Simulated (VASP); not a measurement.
Here is a VASP 6.6.1 calculation.

The input INCAR:

```
SYSTEM = Pt
PREC = Accurate
ENCUT = 600
EDIFF = 1E-7
ISMEAR = 1
SIGMA = 0.1
LREAL = .FALSE.
LASPH = .TRUE.
NELM = 80
ALGO = Normal
ISIF = 3
LWAVE = .FALSE.
LCHARG = .FALSE.
GGA = RP
IBRION = 2
NSW = 90
EDIFFG = -0.005
```

KPOINTS

```
Automatic mesh
0
G
  16 16 16
  0 0 0
```

File POSCAR:

```
Pt                                      
1.0
   -0.0000000000      1.9947353864      1.9947353864
    1.9947353864      0.0000000000      1.9947353864
    1.9947353864      1.9947353864      0.0000000000
  Pt            
     1
Direct
     0.0000000000000000    0.0000000000000000    0.0000000000000000
```

Potentials or basis: VASP PAW PBE potentials, release 64 (Pt).

Command:

```console
$ cat potpaw_PBE.64/Pt/POTCAR > POTCAR
$ mpirun -np 1 vasp_std > vasp.out
```

Q: Estimate the band gap on the k mesh.

A: None (metal or under the smearing width).

Final structure:
```
CELL_PARAMETERS angstrom
0.00000 1.99474 1.99474
1.99474 0.00000 1.99474
1.99474 1.99474 0.00000
ATOMIC_POSITIONS crystal
Pt 0.00000 0.00000 0.00000
```

Caveat: the relaxation stopped at its first step, so nothing moved. Spin-orbit coupling is left out, which matters for the levels of Pt.
